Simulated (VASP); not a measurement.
**PtSe2 (Sudovikovite): structure and properties in VASP**

Aim: relax PtSe2 (Sudovikovite) with LDA, compute its properties on that cell and hold them against experiment. The steps: full relaxation (LDA), second relaxation, single point with fields (LDA), bands along the symmetry lines (LDA), density of states (LDA), zone-centre phonons (LDA) and band structure (LDA + SOC). The start is a cell from a database of measured crystal structures.

Main program and level: VASP 6.6.1; LDA; plane waves and PAW (Pt, Se), in the first sound run; inputs show where later runs differ.

**Measured values to reproduce.**

“Metal-to-insulator transition in Pt-doped TiSe2 driven by emergent network of narrow transport channels” (2019, arxiv:1912.08246) quotes from earlier work for PtSe2, 1T (literature value): lattice constant a (a of the 1T cell) 3.7278 Å [literature experimental value used as calculation input; measurement temperature not …]; lattice constant c (c of the 1T cell) 5.0813 Å [literature experimental value used as calculation input; measurement temperature not …].

“Experimental evidence of type-II Dirac fermions in PtSe2” (2017, arxiv:1703.04242) reports for PtSe2, CdI2-type (1T), by Raman spectroscopy (single crystal grown by chemical vapour transport, 300 K): Raman mode (Eg, in-plane Se vibration) about 175 cm⁻¹; Raman mode (A1g, out-of-plane Se vibration) 205 cm⁻¹.

The database entry behind the starting cell has ideal inner coordinates that were not refined, so it need not match the best structure at ambient conditions.

## Step 1: The structure

Before any relaxation, the start is as follows. It takes space group P-3m1 (No. 164, trigonal). Conventional cell: a = 3.724 Å, b = 3.724 Å, c = 5.062 Å, α = 90.00°, β = 90.00°, γ = 120.00°. Nearest to Pt lie 6 Se at 2.49 Å. Nearest to Se lie 3 Pt at 2.49 Å. Farther neighbours and most contacts between anions are not listed.

Coordinates:

```cif
data_structure
_symmetry_space_group_name_H-M 'P 1'
_symmetry_Int_Tables_number 1
_cell_length_a 3.7240
_cell_length_b 3.7240
_cell_length_c 5.0620
_cell_angle_alpha 90.000
_cell_angle_beta 90.000
_cell_angle_gamma 120.000
_cell_volume 60.80
loop_
_atom_site_label
_atom_site_type_symbol
_atom_site_fract_x
_atom_site_fract_y
_atom_site_fract_z
_atom_site_occupancy
Pt1 Pt 0.00000 0.00000 0.00000 1
Se2 Se 0.33333 0.66667 0.25000 1
Se3 Se 0.66667 0.33333 0.75000 1
```

## Step 2: Full relaxation (LDA)

The start need not lie at this functional's minimum. ISIF = 3 frees volume, shape and positions, and EDIFFG sets the threshold on forces and stress at which the search stops. LDA, the lowest rung, knows the local density alone.

File INCAR:

```
SYSTEM = PtSe2
PREC = Accurate
ENCUT = 400
EDIFF = 1E-06
NELM = 100
ISMEAR = 0
SIGMA = 0.05
LREAL = .FALSE.
ALGO = Normal
GGA = CA
NBANDS = 17
LASPH = .TRUE.
LORBIT = 11
LWAVE = .FALSE.
LCHARG = .FALSE.
KPAR = 2
IBRION = 2
NSW = 60
ISIF = 3
EDIFFG = -0.01
```

File POSCAR:

```
PtSe2
1.0
    3.7240000000      0.0000000000      0.0000000000
   -1.8620000000      3.2250786037      0.0000000000
    0.0000000000      0.0000000000      5.0620000000
Pt Se
1 2
Direct
    0.0000000000      0.0000000000      0.0000000000
    0.3333333333      0.6666666667      0.2500000000
    0.6666666667      0.3333333333      0.7500000000
```

File KPOINTS:

```
Automatic mesh
0
Gamma
7 7 5
0 0 0
```

Potentials, in the order of the species: Pt and Se (LDA family, release 64).

Command:

```
$ mpirun -np 2 vasp_std
```

Log:

```text
[banner, memory and clock lines left out]
running    2 mpi-ranks, on    1 nodes
 distrk:  each k-point on    1 cores,    2 groups
 distr:  one band on    1 cores,    1 groups

 POSCAR found type information on POSCAR PtSe
 POSCAR found :  2 types and       3 ions
 LDA part: xc-table for (Slater(with rela. corr.)+CA(PZ))
 , standard interpolation
 POSCAR, INCAR and KPOINTS ok, starting setup
 FFT: planning ... GRIDC
 FFT: planning ... GRID_SOFT
 FFT: planning ... GRID
 WAVECAR not read
 entering main loop
       N       E                     dE             d eps       ncg     rms          rms(c)
DAV:   1     0.893187485156E+02    0.89319E+02   -0.87558E+03  1136   0.910E+02
DAV:   2    -0.141398037007E+02   -0.10346E+03   -0.10066E+03  1364   0.197E+02
DAV:   3    -0.178897644739E+02   -0.37500E+01   -0.37320E+01  1316   0.384E+01
DAV:   4    -0.179148425899E+02   -0.25078E-01   -0.25072E-01  1416   0.345E+00
DAV:   5    -0.179151019588E+02   -0.25937E-03   -0.25937E-03  1340   0.332E-01    0.132E+01
DAV:   6    -0.173025114258E+02    0.61259E+00   -0.44774E+00  1109   0.195E+01    0.802E+00
DAV:   7    -0.170922371787E+02    0.21027E+00   -0.89363E-01  1111   0.946E+00    0.396E+00
DAV:   8    -0.170622610416E+02    0.29976E-01   -0.58823E-02  1224   0.178E+00    0.839E-01
DAV:   9    -0.170597131563E+02    0.25479E-02   -0.58813E-03  1240   0.726E-01    0.217E-01
DAV:  10    -0.170597077971E+02    0.53591E-05   -0.97381E-04  1291   0.198E-01    0.375E-02
DAV:  11    -0.170597004625E+02    0.73346E-05   -0.51818E-05  1329   0.580E-02    0.247E-02
DAV:  12    -0.170596995255E+02    0.93693E-06   -0.54116E-06  1245   0.130E-02
   1 F= -.17059700E+02 E0= -.17058629E+02  d E =-.170597E+02
 curvature:   0.00 expect dE= 0.000E+00 dE for cont linesearch  0.000E+00
 trial: gam= 0.00000 g(F)=  0.722E-02 g(S)=  0.224E-02 ort = 0.000E+00 (trialstep = 0.100E+01)
 search vector abs. value=  0.946E-02
 bond charge predicted
       N       E                     dE             d eps       ncg     rms          rms(c)
DAV:   1    -0.170694724897E+02   -0.97720E-02   -0.54951E-01  1088   0.441E+00    0.453E-01
DAV:   2    -0.170682751115E+02    0.11974E-02   -0.26263E-02  1252   0.121E+00    0.183E-01
DAV:   3    -0.170677343852E+02    0.54073E-03   -0.12620E-03  1331   0.320E-01    0.996E-02
DAV:   4    -0.170675781281E+02    0.15626E-03   -0.63175E-04  1175   0.165E-01    0.325E-02
DAV:   5    -0.170675763644E+02    0.17637E-05   -0.43714E-05  1286   0.442E-02    0.156E-02
DAV:   6    -0.170675760243E+02    0.34009E-06   -0.36152E-06  1315   0.111E-02
   2 F= -.17067576E+02 E0= -.17066565E+02  d E =-.787650E-02
[... from here on, the cycles between the ionic steps are left out ...]
   3 F= -.17073889E+02 E0= -.17072918E+02  d E =-.141890E-01
   4 F= -.17076130E+02 E0= -.17075162E+02  d E =-.224109E-02
   5 F= -.17082070E+02 E0= -.17081110E+02  d E =-.818163E-02
   6 F= -.17089903E+02 E0= -.17088945E+02  d E =-.160146E-01
   7 F= -.17084986E+02 E0= -.17083802E+02  d E =-.110970E-01
   8 F= -.17091781E+02 E0= -.17090798E+02  d E =-.178921E-01
   9 F= -.17091805E+02 E0= -.17090818E+02  d E =-.179168E-01
  10 F= -.17092392E+02 E0= -.17091399E+02  d E =-.586579E-03
  11 F= -.17093052E+02 E0= -.17092040E+02  d E =-.124639E-02
  12 F= -.17093293E+02 E0= -.17092271E+02  d E =-.240886E-03
  13 F= -.17093489E+02 E0= -.17092446E+02  d E =-.437664E-03
  14 F= -.17093579E+02 E0= -.17092519E+02  d E =-.897312E-04
  15 F= -.17093632E+02 E0= -.17092549E+02  d E =-.142815E-03
  16 F= -.17093710E+02 E0= -.17092614E+02  d E =-.775488E-04
  17 F= -.17093754E+02 E0= -.17092638E+02  d E =-.121504E-03
  18 F= -.17093796E+02 E0= -.17092668E+02  d E =-.422217E-04
  19 F= -.17093838E+02 E0= -.17092686E+02  d E =-.843248E-04
  20 F= -.17093841E+02 E0= -.17092683E+02  d E =-.870129E-04
  21 F= -.17093841E+02 E0= -.17092680E+02  d E =-.873886E-04
  22 F= -.17093858E+02 E0= -.17092702E+02  d E =-.171681E-04
 ZBRENT: can't locate minimum, use default step
 trial-energy change:   -0.000017  1 .order   -0.000017   -0.000019   -0.000015
 step:   1.5802(harm=  1.7751)  dis= 0.00114  next Energy=   -17.093885 (dE=-0.438E-04)
 bond charge predicted
       N       E                     dE             d eps       ncg     rms          rms(c)
DAV:   1    -0.170939453801E+02   -0.87012E-04   -0.36154E-03  1122   0.406E-01    0.428E-02
DAV:   2    -0.170938960975E+02    0.49283E-04   -0.12598E-04  1275   0.860E-02    0.210E-02
DAV:   3    -0.170938852644E+02    0.10833E-04   -0.26455E-05  1181   0.351E-02    0.846E-03
DAV:   4    -0.170938840113E+02    0.12531E-05   -0.66472E-06  1148   0.216E-02    0.509E-03
DAV:   5    -0.170938838917E+02    0.11964E-06   -0.37320E-07   557   0.432E-03
  23 F= -.17093884E+02 E0= -.17092743E+02  d E =-.428082E-04
 curvature:  -0.87 expect dE=-0.126E-04 dE for cont linesearch -0.614E-06
 trial: gam= 0.17593 g(F)=  0.493E-05 g(S)=  0.947E-05 ort = 0.590E-05 (trialstep = 0.632E+00)
 search vector abs. value=  0.180E-04
 reached required accuracy - stopping structural energy minimisation
```

Wall time 43 s (2 MPI ranks of AMD EPYC 9R45, shared host); peak memory 0.26 GiB.

The logs omit lines about the potential files and the build; timing stands in the text.

OUTCAR, selected parts (step 2):

```text
ion  position               nearest neighbor table
   1  0.000  0.000  0.000-   2 2.49   3 2.49   3 2.49   2 2.49   3 2.49   2 2.49
   2  0.333  0.667  0.250-   1 2.49   1 2.49   1 2.49
   3  0.667  0.333  0.750-   1 2.49   1 2.49   1 2.49

  LATTYP: Found a hexagonal cell.
 ALAT       =     3.7240000000
 C/A-ratio  =     1.3592910849

 Subroutine GETGRP returns: Found 12 space group operations
 (whereof 12 operations were pure point group operations)

The static configuration has the point symmetry D_3d.

 Found     32 irreducible k-points:

   k-points           NKPTS =     32   k-points in BZ     NKDIM =     32   number of bands    NBANDS=     17

   dimension x,y,z NGX =    24 NGY =   24 NGZ =   36
   dimension x,y,z NGXF=    48 NGYF=   48 NGZF=   72

   ENCUT  =  400.0 eV  29.40 Ry    5.42 a.u.   6.07  6.07  8.25*2*pi/ulx,y,z

   NELECT =      22.0000    total number of electrons

 k-points in reciprocal lattice and weights: Automatic mesh
   0.00000000  0.00000000  0.00000000       0.004
   0.14285714 -0.00000000  0.00000000       0.024
   0.28571429 -0.00000000  0.00000000       0.024
   0.42857143  0.00000000  0.00000000       0.024
   0.14285714  0.14285714  0.00000000       0.024
   0.28571429  0.14285714  0.00000000       0.049
   0.42857143  0.14285714  0.00000000       0.024
   0.28571429  0.28571429  0.00000000       0.024
   0.00000000  0.00000000  0.20000000       0.008
[...]
0.42857143  0.14285714  0.40000000       0.049
   0.28571429  0.28571429  0.40000000       0.049

 average (electrostatic) potential at core
       1 -68.0762       2 -58.3317       3 -58.3317

 E-fermi :   7.0811

 k-point     1 :       0.0000    0.0000    0.0000
  band No.  band energies     occupation
    ...
      6       3.1111      2.00000
      7       3.1111      2.00000
      8       4.5265      2.00000
      9       6.0094      2.00000
     10       6.0094      2.00000
     11       7.8508      0.00000
     12       8.1488      0.00000
     13       8.1488      0.00000
     14      10.2189      0.00000
     15      11.1940      0.00000
    ...

 k-point     2 :       0.1429   -0.0000    0.0000
  band No.  band energies     occupation
    ...
      7       2.9653      2.00000
      8       4.0349      2.00000
      9       5.3203      2.00000
     10       5.6591      2.00000
     11       6.6516      2.00000
     12       8.4316      0.00000
     13       8.6685      0.00000
     14      11.4386      0.00000
     15      12.3209      0.00000
     16      13.7671      0.00000
    ...

 k-point     3 :       0.2857   -0.0000    0.0000
  band No.  band energies     occupation
    ...
      7       2.7877      2.00000
      8       3.4605      2.00000
      9       4.7207      2.00000
     10       4.8218      2.00000
     11       5.3460      2.00000
     12       8.4249      0.00000
     13       9.0628      0.00000
     14      11.8714      0.00000
     15      13.4795      0.00000
     16      14.7290      0.00000
    ...

  Total        0.0131992      0.0131992      0.0155135      0.0000000      0.0000000     -0.0000000
  in kB        0.3645362      0.3645362      0.4284531      0.0000000      0.0000000     -0.0000000
  external PRESSURE =       0.3858418 kB  Pullay stress =       0.0000000 kB

  energy-cutoff  :      400.00
  volume of cell :       58.01
      direct lattice vectors                 reciprocal lattice vectors
     3.740332406  0.000000000 -0.000000000     0.267355917  0.154358011  0.000000000
    -1.870166203  3.239222882 -0.000000000    -0.000000000  0.308716021  0.000000000
     0.000000000 -0.000000000  4.788119427     0.000000000  0.000000000  0.208850263

 POSITION                                       TOTAL-FORCE (eV/Angst)
 -----------------------------------------------------------------------------------
     -1.87017      3.23922      0.00000        -0.000000     -0.000000      0.000000
     -0.00000      2.15948      1.26621         0.000000     -0.000000      0.007147
      1.87017      1.07974      3.52191        -0.000000      0.000000     -0.007147
 -----------------------------------------------------------------------------------
    total drift:                                0.000000     -0.000000     -0.000000

  FREE ENERGIE OF THE ION-ELECTRON SYSTEM (eV)
  ---------------------------------------------------
  free  energy   TOTEN  =       -17.0938838917 eV

  energy  without entropy=      -17.0916017123  energy(sigma->0) =      -17.09274280

 reached required accuracy - stopping structural energy minimisation

 total charge
# of ion       s       p       d       tot
------------------------------------------
    1        0.688   0.698   8.063   9.448
    2        1.492   2.225   0.075   3.793
    3        1.492   2.225   0.075   3.793
--------------------------------------------------
tot          3.673   5.149   8.213  17.034

[... 3 further parts left out ...]
```

The k-mesh is coarse for a metal. The bonds form layers, held to each other by dispersion, which LDA lacks; its overbinding stands in for it by accident. The run keeps the 12 symmetry operations of its start, so it cannot find a distortion of lower symmetry.

Relaxation path (22 of 23):

| step | energy less that of the first step (eV) | largest force (eV/Å) | pressure (GPa) | volume (Å³) |
| --- | --- | --- | --- | --- |
| 1 | 0.0000 | 0.2735 | -0.09 | 60.80 |
| 2 | -0.0079 | 0.1481 | -0.96 | 60.69 |
| 3 | -0.0142 | 0.0967 | -2.51 | 60.48 |
| 4 | -0.0164 | 0.0980 | -2.40 | 60.32 |
| 5 | -0.0224 | 0.1027 | -2.00 | 59.82 |
| 6 | -0.0302 | 0.1203 | -1.15 | 58.82 |
| 7 | -0.0253 | 0.1951 | 0.95 | 56.84 |
| 8 | -0.0321 | 0.1292 | -0.51 | 58.21 |
| 9 | -0.0321 | 0.1314 | -0.44 | 58.15 |
| 10 | -0.0327 | 0.0975 | -0.28 | 58.13 |
| 11 | -0.0334 | 0.0043 | 0.24 | 58.10 |
| 13 | -0.0338 | 0.0037 | -0.16 | 58.29 |
| 14 | -0.0339 | 0.0159 | -0.05 | 58.24 |
| 15 | -0.0339 | 0.0318 | 0.07 | 58.19 |
| 16 | -0.0340 | 0.0244 | -0.03 | 58.19 |
| 17 | -0.0341 | 0.0127 | -0.17 | 58.20 |
| 18 | -0.0341 | 0.0134 | -0.12 | 58.16 |
| 19 | -0.0341 | 0.0149 | -0.04 | 58.08 |
| 20 | -0.0341 | 0.0153 | -0.03 | 58.06 |
| 21 | -0.0341 | 0.0156 | -0.03 | 58.05 |
| 22 | -0.0342 | 0.0134 | -0.01 | 58.04 |
| 23 | -0.0342 | 0.0071 | 0.04 | 58.01 |

| conventional cell, symmetrised | before | after | change |
| --- | --- | --- | --- |
| a (Å) | 3.724 | 3.740 | +0.4 % |
| b (Å) | 3.724 | 3.740 | +0.4 % |
| c (Å) | 5.062 | 4.788 | -5.4 % |
| volume (Å³/atom) | 20.27 | 19.34 | -4.6 % |

The atoms that moved most (Å, as changes of fractional coordinates times the final cell):

| atom | dx | dy | dz | length |
| --- | --- | --- | --- | --- |
| Se2 | 0.000 | 0.000 | 0.069 | 0.069 |
| Se3 | 0.000 | 0.000 | -0.069 | 0.069 |

Final coordinates:

```
Pt Se
1.0
     3.74033    0.00000    0.00000
    -1.87017    3.23922    0.00000
     0.00000    0.00000    4.78812
Pt Se
1 2
Direct
  0.00000 0.00000 0.00000
  0.33333 0.66667 0.26445
  0.66667 0.33333 0.73555
```

Numbers from this step:

```yaml
electrons: 22
bands: 17
irreducible_k_points: 32
symmetry_operations: 12
free_energy_toten: -17.09 eV
energy_at_zero_smearing: -17.09 eV
fermi_energy: 7.081 eV
pressure: 0.03858 GPa
metallic: yes
scf_cycles_over_all_ionic_steps: 134
```

It ends with a largest force of 0.007 eV/Å and a pressure of 0.04 GPa. The volume lies -4.6 % from that of the database's start, which holds the thermal and zero-point expansion of its experiment. LDA is known to overbind.

(Part 1 of 5 ends here.)

[Lines on the potential files, build, host, timing and source positions are cut from VASP's logs without a mark.]

[Logs are printed without paths, hosts, clocks, repeated set-up lines and the standing remarks that a program may print on its own settings, such as how far it seeks lower states.]

[Hosts, paths, dates, database ids (printed as entryN), source tags and the programs' standing remarks are cut or masked in the printed files.]

[A measured line is paired with the nearest computed mode of its activity, which favours agreement.]
